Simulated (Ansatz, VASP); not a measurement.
# Si3Cl8 (Si3Cl8 (F-43c)): VASP beside Ansatz

Wanted: the spread between two codes on one cell, functional and k mesh. The structure shown is the start of the Ansatz relaxation below; VASP solves that cell, so the two are compared at the walk's first step.

Main program and level: Ansatz 0.2.0; plane waves, with VASP 6.6.1 beside it; single point at r2SCAN.

### 1. The starting structure

The cell holds 44 atoms: 12 Si and 32 Cl. Its edges and angles: a = 12.932 Å, b = 12.932 Å, c = 12.932 Å, α = 60.0°, β = 60.0°, γ = 60.0°.

### 2. Ansatz: relaxation, r2SCAN

Ansatz runs on its PAW soft_1 files.

The two programs are compared at the cell with which this relaxation starts, whose forces are those of its first step.

The input, input.yaml:

```yaml
crystal:
  lattice:
    - [0.0, 9.144231, 9.144231]
    - [9.144231, 0.0, 9.144231]
    - [9.144231, 9.144231, 0.0]
  atoms:
    - { symbol: Si, position: [0.0, 0.0, 0.0] }
    - { symbol: Si, position: [0.5, 0.5, 0.5] }
    - { symbol: Si, position: [0.47395, 0.17535, 0.17535] }
    - { symbol: Si, position: [0.67535, 0.67535, 0.67535] }
    - { symbol: Si, position: [0.67535, 0.67535, 0.97395] }
    - { symbol: Si, position: [0.67535, 0.97395, 0.67535] }
    - { symbol: Si, position: [0.17535, 0.17535, 0.47395] }
    - { symbol: Si, position: [0.17535, 0.47395, 0.17535] }
    - { symbol: Si, position: [0.17535, 0.17535, 0.17535] }
    - { symbol: Si, position: [0.97395, 0.67535, 0.67535] }
    - { symbol: Si, position: [0.25, 0.25, 0.25] }
    - { symbol: Si, position: [0.75, 0.75, 0.75] }
    - { symbol: Cl, position: [0.192615, 0.935795, 0.935795] }
    - { symbol: Cl, position: [0.435795, 0.435795, 0.435795] }
    - { symbol: Cl, position: [0.435795, 0.435795, 0.692615] }
    - { symbol: Cl, position: [0.435795, 0.692615, 0.435795] }
    - { symbol: Cl, position: [0.935795, 0.935795, 0.192615] }
    - { symbol: Cl, position: [0.935795, 0.192615, 0.935795] }
    - { symbol: Cl, position: [0.935795, 0.935795, 0.935795] }
    - { symbol: Cl, position: [0.692615, 0.435795, 0.435795] }
    - { symbol: Cl, position: [0.541146, 0.183158, 0.991516] }
    - { symbol: Cl, position: [0.491516, 0.78418, 0.683158] }
    - { symbol: Cl, position: [0.78418, 0.491516, 0.041146] }
    - { symbol: Cl, position: [0.78418, 0.041146, 0.683158] }
    - { symbol: Cl, position: [0.683158, 0.491516, 0.78418] }
    - { symbol: Cl, position: [0.491516, 0.041146, 0.78418] }
    - { symbol: Cl, position: [0.683158, 0.78418, 0.041146] }
    - { symbol: Cl, position: [0.541146, 0.991516, 0.28418] }
    - { symbol: Cl, position: [0.541146, 0.28418, 0.183158] }
    - { symbol: Cl, position: [0.183158, 0.991516, 0.541146] }
    - { symbol: Cl, position: [0.991516, 0.541146, 0.183158] }
    - { symbol: Cl, position: [0.28418, 0.183158, 0.541146] }
    - { symbol: Cl, position: [0.991516, 0.183158, 0.28418] }
    - { symbol: Cl, position: [0.183158, 0.28418, 0.991516] }
    - { symbol: Cl, position: [0.28418, 0.541146, 0.991516] }
    - { symbol: Cl, position: [0.183158, 0.541146, 0.28418] }
    - { symbol: Cl, position: [0.991516, 0.28418, 0.541146] }
    - { symbol: Cl, position: [0.28418, 0.991516, 0.183158] }
    - { symbol: Cl, position: [0.491516, 0.683158, 0.041146] }
    - { symbol: Cl, position: [0.683158, 0.041146, 0.491516] }
    - { symbol: Cl, position: [0.78418, 0.683158, 0.491516] }
    - { symbol: Cl, position: [0.041146, 0.491516, 0.683158] }
    - { symbol: Cl, position: [0.041146, 0.683158, 0.78418] }
    - { symbol: Cl, position: [0.041146, 0.78418, 0.491516] }
basis:
  ecutwfc: 500
  xc_grid: 2
hamiltonian:
  xc: r2scan
  pseudopotentials: { kind: paw, azcp: { folder: soft_1 } }
kpoints:
  mp_grid: { grid: [3, 3, 3] }
scf:
  occupations: { method: fermi_dirac, width: 0.01 }
  max_iter: 150
output:
  forces: true
  stress: true
relax:
  f_tol: 0.01
  max_steps: 60
  cell: {}
checkpoint:
  write: "../r2scan.run"
  compress: false
  write_wavefunctions: false
  write_every: 100000
```

Run with:

```sh
$ ansatz run input.yaml --threads 4 --pin off --max-ram 6594MiB --backend cpu --events-out ev --progress --plain --runs-dir out
```

Numbers of over 12 decimals in the logs are rounded to 6 here.

The program printed:

```text
Engine: ansatz 0.2.0, aarch64-unknown-linux-gnu
Pseudopotentials: kind: paw
Pseudopotential: Si, paw, valence charge 4, recommended cutoff 500 eV (meta_gga), soft_1/Si.paw.azcp
Pseudopotential: Cl, paw, valence charge 7, recommended cutoff 500 eV (meta_gga), soft_1/Cl.paw.azcp
Functional definition: r2SCAN
  parameter k0 = 0.174
  parameter k1 = 0.065
  parameter a1 = 4.9479
  exchange = r2scan_x(k0 = k0, k1 = k1, a1 = a1)
  correlation = r2scan_c
Crystal: 44 atoms, lattice volume = 1529.226 Å³
Basis set: ecut = 500 eV, 38781 PW (Γ), exchange–correlation on 192×192×192 points (8 copies of the dense FFT grid, shifted against one another)
Bands: 180, of which v1, the nominal top of the filled ones, is band 136 counted from 1 (135 counted from 0)
Symmetry: 24 space group operations
Space group: F-43c (ITA 219), of the structure as read, at distance tolerance 1.2e-4 Å
k-points: 4 of 27 (time reversal used)
Non-local potential: Si, projectors of the file, l = 0: 2, l = 1: 2, l = 2: 1
Non-local potential: Cl, projectors of the file, l = 0: 2, l = 1: 2, l = 2: 1
PAW form: soft (Blöchl's): semilocal exchange-correlation on the pseudo side does not see the compensation charge
PAW frozen core: Si, regenerated for the run's functional (the file was generated under x = pbe(κ = 0.804, μ = 0.219515), c = pbe(β = 0.066725))
PAW frozen core: Cl, regenerated for the run's functional (the file was generated under x = pbe(κ = 0.804, μ = 0.219515), c = pbe(β = 0.066725))
PAW one-centre angular grid: Si, 302 points (default); XC on 160 Gauss nodes
PAW one-centre angular grid: Cl, 302 points (default); XC on 160 Gauss nodes
Initial density: superposition of atomic densities (chi_scale 0.1, normalization cell), built separately for each of the 4 bonded fragments (scf.initial_density.interfragment_charge_transfer: auto; true builds it for the cell as a whole; a typed value also counts as a typed key of the start: scf.initial_density.chi_scale says what that changes, if anything)
Initial wavefunctions: pseudopotential atomic-orbital guess
Functional: x = r2scan, c = r2scan; τ floored in thin density (d = 2e-4 eV/Å³)
SCF iter   1: F=—  HF=-42406.042882 eV  |F-HF|=—  |Δ(HF+E_count)|=         —  Δρ=3.40e-2  dr2=3.94e1  dr2_τ=1.35e0  ethr=3.10e-3  ⟨swp⟩=9.8  Hψ=3369  notcnv=0  defer=106
preconditioner: auto → Resta (q_TF=auto, 2.046 Å⁻¹)  ε∞=2.7  [insulator: Δε(μ)=3.976 eV  Ē_g=11.923 eV  σ=0.010 eV  W_gap=1.00  n_scr=228 (ndim 8)  ℏωp=15.7 eV  f_vac=0.169  D(μ)=0.00/eV (n_scr^D=0)  ε∞_Penn≈2.7]
SCF iter   2: F=—  HF=-42398.355497 eV  |F-HF|=—  |Δ(HF+E_count)|=    7.69e0  Δρ=1.61e-2  dr2=3.96e0  dr2_τ=1.82e-1  ethr=3.10e-3  ⟨swp⟩=5.0  Hψ=1275  notcnv=0  defer=152
SCF iter   3: F=—  HF=-42397.917574 eV  |F-HF|=—  |Δ(HF+E_count)|=   4.38e-1  Δρ=6.11e-3  dr2=4.07e-1  dr2_τ=2.17e-2  ethr=1.46e-3  ⟨swp⟩=4.0  Hψ=1012  notcnv=0  defer=60
automatic band count: iteration 3 solves 157 bands in place of 180: the levels show a gap, and the empty bands left out lie too high to hold charge; the band table lists the bands solved (type scf.n_extra_bands for more)
SCF iter   4: F=—  HF=-42398.042518 eV  |F-HF|=—  |Δ(HF+E_count)|=   1.25e-1  Δρ=9.71e-4  dr2=1.80e-2  dr2_τ=2.99e-3  ethr=1.49e-4  ⟨swp⟩=4.0  Hψ=1045  notcnv=0  defer=60
SCF iter   5: F=—  HF=-42398.053730 eV  |F-HF|=—  |Δ(HF+E_count)|=   1.12e-2  Δρ=2.86e-4  dr2=1.22e-3  dr2_τ=8.22e-5  ethr=6.61e-6  ⟨swp⟩=3.0  Hψ=1183  notcnv=0  defer=60
SCF iter   6: F=—  HF=-42398.055504 eV  |F-HF|=—  |Δ(HF+E_count)|=   1.77e-3  Δρ=6.85e-5  dr2=1.28e-4  dr2_τ=1.12e-5  ethr=4.48e-7  ⟨swp⟩=3.0  Hψ=1238  notcnv=0  defer=60
SCF iter   7: F=—  HF=-42398.055660 eV  |F-HF|=—  |Δ(HF+E_count)|=   1.56e-4  Δρ=1.69e-5  dr2=6.16e-6  dr2_τ=1.66e-7  ethr=4.70e-8  ⟨swp⟩=2.2  Hψ=1171  notcnv=0  defer=60
SCF iter   8: F=—  HF=-42398.055673 eV  |F-HF|=—  |Δ(HF+E_count)|=   1.32e-5  Δρ=4.23e-6  dr2=6.65e-7  dr2_τ=2.06e-8  ethr=2.27e-9  ⟨swp⟩=2.0  Hψ=1029  notcnv=0  defer=60
SCF iter   9: F=-42398.055675 eV  HF=-42398.055675 eV  |F-HF|=8.85e-8  |Δ(HF+E_count)|=   2.06e-6  Δρ=1.47e-6  dr2=5.59e-8  dr2_τ=4.47e-9  ethr=3.68e-11  ⟨swp⟩=6.0  Hψ=2825  notcnv=0
SCF 1 converged in 9 iterations: F = -42398.055675 eV  dr2 = 5.59e-8
  greatest PAW one-centre occupation: 0.918 electrons in one spin orbital (limit 2), on the Cl atom at site 43 (counted from 0), in its partial waves of l = 0
relax step   1: F+E_penalty+E_count = -42398.05567525 eV  Δ(F+E_penalty+E_count) = +0.000e0 eV  max|allowed force component| = 1.757e-1 eV/Å  Δτ_max = 0.0000 Å  P = -0.858 GPa  Ω = 1529.226 Å³  (9 SCF iters, dr2 threshold 1.00e-7 eV, accepted)
Crystal: 44 atoms, lattice volume = 1460.434 Å³
Basis set: ecut = 500 eV, 37117 PW (Γ), exchange–correlation on 192×192×192 points (8 copies of the dense FFT grid, shifted against one another)
Initial density: handed on by an earlier stage of this run
[...]
SCF iter   6: F=-42398.281010 eV  HF=-42398.281010 eV  |F-HF|=1.31e-10  |Δ(HF+E_count)|=  5.38e-10  Δρ=1.89e-7  dr2=3.67e-10  dr2_τ=1.19e-11  ethr=1.00e-12  ⟨swp⟩=4.0  Hψ=3061  notcnv=0
SCF 6 converged in 6 iterations: F = -42398.281010 eV  dr2 = 3.67e-10
[...]
SCF converged after 6 iterations
Free energy (F): -42398.281010 eV
Harris-Foulkes:  -42398.281010 eV  (|F-HF|=1.31e-10)
Internal energy: -42398.281010 eV  (E = F + TS)
E sigma→0 (E₀):  -42398.281010 eV
Fermi energy:    1.942561 eV
--- Per-component energies (eV) ---
  E_band       = -1617.477310
  E_kinetic    = 5386.521497
  E_local      = -11072.207421  (includes V_loc(G=0)·N_el)
  E_nonlocal   = 1244.702213
  E_hartree    = 3685.427668
  E_xc         = -3941.649192
  E_vxc        = -4700.736910  (∫ρ·V_xc dr)
  E_paw        = -27569.889194  (= ΣΔE_a)
  E_vpaw       = -93.910265  (= ΣTr[D̂ρ^β])
  E_aug_tail   = 0.000752  (compensation charges beyond the density's cutoff)
  E_vtau       = 247.296817  (kinetic-family band-sum trace: ∫τ·v_τ [+ j·A + Jᵃ·Aᵃ] dr)
  E_ewald      = -10125.905122
  E_core_change = -5.282210  (= ΣΔE_core)
  E_smearing   = -0.000000  (= −TS)
  E_closure    = -0.000000  (closes the sum)
  Σ components = -42398.281010   (vs F -42398.281010, Δ=0.00e0)
--- Forces (eV/Å), atoms counted from 1 ---
  atom   1  Si    -0.00000000     0.00000000     0.00000000
  atom   2  Si     0.00000000    -0.00000000     0.00000000
  atom   3  Si    -0.00318518     0.00318518     0.00318518
  atom   4  Si    -0.00318518    -0.00318518    -0.00318518
  atom   5  Si     0.00318518     0.00318518    -0.00318518
  atom   6  Si     0.00318518    -0.00318518     0.00318518
  atom   7  Si     0.00318518     0.00318518    -0.00318518
  atom   8  Si     0.00318518    -0.00318518     0.00318518
  atom   9  Si    -0.00318518    -0.00318518    -0.00318518
  atom  10  Si    -0.00318518     0.00318518     0.00318518
  atom  11  Si    -0.00000000     0.00000000     0.00000000
  atom  12  Si    -0.00000000     0.00000000     0.00000000
  atom  13  Cl    -0.00239168     0.00239168     0.00239168
  atom  14  Cl    -0.00239168    -0.00239168    -0.00239168
  atom  15  Cl     0.00239168     0.00239168    -0.00239168
  atom  16  Cl     0.00239168    -0.00239168     0.00239168
  atom  17  Cl     0.00239168     0.00239168    -0.00239168
  atom  18  Cl     0.00239168    -0.00239168     0.00239168
  atom  19  Cl    -0.00239168    -0.00239168    -0.00239168
  atom  20  Cl    -0.00239168     0.00239168     0.00239168
  atom  21  Cl     0.00091126    -0.00364888    -0.00454447
  atom  22  Cl     0.00364888     0.00091126     0.00454447
  atom  23  Cl    -0.00364888    -0.00091126     0.00454447
  atom  24  Cl    -0.00454447     0.00364888    -0.00091126
[...]
atom  37  Cl    -0.00091126    -0.00364888     0.00454447
  atom  38  Cl     0.00091126     0.00364888     0.00454447
  atom  39  Cl    -0.00454447    -0.00364888     0.00091126
  atom  40  Cl    -0.00364888     0.00091126    -0.00454447
  atom  41  Cl     0.00091126     0.00454447     0.00364888
  atom  42  Cl     0.00091126    -0.00454447    -0.00364888
  atom  43  Cl     0.00364888    -0.00091126    -0.00454447
  atom  44  Cl     0.00454447    -0.00364888    -0.00091126
  max |Σ_I F_I| component: 1.73e-18 eV/Å
--- Stress (GPa, compression-positive) ---
       -0.015362      -0.000000       0.000000
       -0.000000      -0.015362      -0.000000
        0.000000      -0.000000      -0.015362
  P = ⅓ Tr σ = -0.0154 GPa (-0.154 kbar)
--- Relaxed structure (5 steps of the walk, 5 accepted, 1 SCFs on fresh bases) ---
  F+E_penalty+E_count = -42398.28100985 eV   max|allowed force component| = 4.544e-3 eV/Å   (the final SCF, on the basis selected at the relaxed cell)
  cell:  # Å, volume = 1350.5144 Å³
    - [0, 8.773167, 8.773167]
    - [8.773167, 0, 8.773167]
    - [8.773167, 8.773167, 0]
  atoms:
    - { symbol: Si, position: [0, 0, 0] }
    - { symbol: Si, position: [0.5, 0.5, 0.5] }
    - { symbol: Si, position: [0.481444, 0.172852, 0.172852] }
    - { symbol: Si, position: [0.672852, 0.672852, 0.672852] }
    - { symbol: Si, position: [0.672852, 0.672852, 0.981444] }
    - { symbol: Si, position: [0.672852, 0.981444, 0.672852] }
    - { symbol: Si, position: [0.172852, 0.172852, 0.481444] }
    - { symbol: Si, position: [0.172852, 0.481444, 0.172852] }
    - { symbol: Si, position: [0.172852, 0.172852, 0.172852] }
    - { symbol: Si, position: [0.981444, 0.672852, 0.672852] }
    - { symbol: Si, position: [0.25, 0.25, 0.25] }
    - { symbol: Si, position: [0.75, 0.75, 0.75] }
    - { symbol: Cl, position: [0.199503, 0.933499, 0.933499] }
    - { symbol: Cl, position: [0.433499, 0.433499, 0.433499] }
    - { symbol: Cl, position: [0.433499, 0.433499, 0.699503] }
    - { symbol: Cl, position: [0.433499, 0.699503, 0.433499] }
    - { symbol: Cl, position: [0.933499, 0.933499, 0.199503] }
    - { symbol: Cl, position: [0.933499, 0.199503, 0.933499] }
    - { symbol: Cl, position: [0.933499, 0.933499, 0.933499] }
    - { symbol: Cl, position: [0.699503, 0.433499, 0.433499] }
    - { symbol: Cl, position: [0.550736, 0.179568, 0.982857] }
    - { symbol: Cl, position: [0.482857, 0.786839, 0.679568] }
    - { symbol: Cl, position: [0.786839, 0.482857, 0.050736] }
    - { symbol: Cl, position: [0.786839, 0.050736, 0.679568] }
    - { symbol: Cl, position: [0.679568, 0.482857, 0.786839] }
    - { symbol: Cl, position: [0.482857, 0.050736, 0.786839] }
    - { symbol: Cl, position: [0.679568, 0.786839, 0.050736] }
    - { symbol: Cl, position: [0.550736, 0.982857, 0.286839] }
    - { symbol: Cl, position: [0.550736, 0.286839, 0.179568] }
    - { symbol: Cl, position: [0.179568, 0.982857, 0.550736] }
    - { symbol: Cl, position: [0.982857, 0.550736, 0.179568] }
    - { symbol: Cl, position: [0.286839, 0.179568, 0.550736] }
    - { symbol: Cl, position: [0.982857, 0.179568, 0.286839] }
    - { symbol: Cl, position: [0.179568, 0.286839, 0.982857] }
    - { symbol: Cl, position: [0.286839, 0.550736, 0.982857] }
    - { symbol: Cl, position: [0.179568, 0.550736, 0.286839] }
    - { symbol: Cl, position: [0.982857, 0.286839, 0.550736] }
    - { symbol: Cl, position: [0.286839, 0.982857, 0.179568] }
    - { symbol: Cl, position: [0.482857, 0.679568, 0.050736] }
    - { symbol: Cl, position: [0.679568, 0.050736, 0.482857] }
    - { symbol: Cl, position: [0.786839, 0.679568, 0.482857] }
    - { symbol: Cl, position: [0.050736, 0.482857, 0.679568] }
    - { symbol: Cl, position: [0.050736, 0.679568, 0.786839] }
    - { symbol: Cl, position: [0.050736, 0.786839, 0.482857] }
```

In the SCF lines HF is the Harris–Foulkes energy and dr2 the Hartree energy of the density residual, in eV; the loop may stop once dr2 is under the threshold and the program's other checks hold. Hψ counts applications of the Hamiltonian.

(Continued in part 2 of 2.)

[Lines on the potential files, build, host, timing and source positions are cut from VASP's logs without a mark.]

[Logs are printed without paths, hosts, clocks, repeated set-up lines and the standing remarks that a program may print on its own settings, such as how far it seeks lower states.]

[Hosts, paths, dates, database ids (printed as entryN), source tags and the programs' standing remarks are cut or masked in the printed files.]
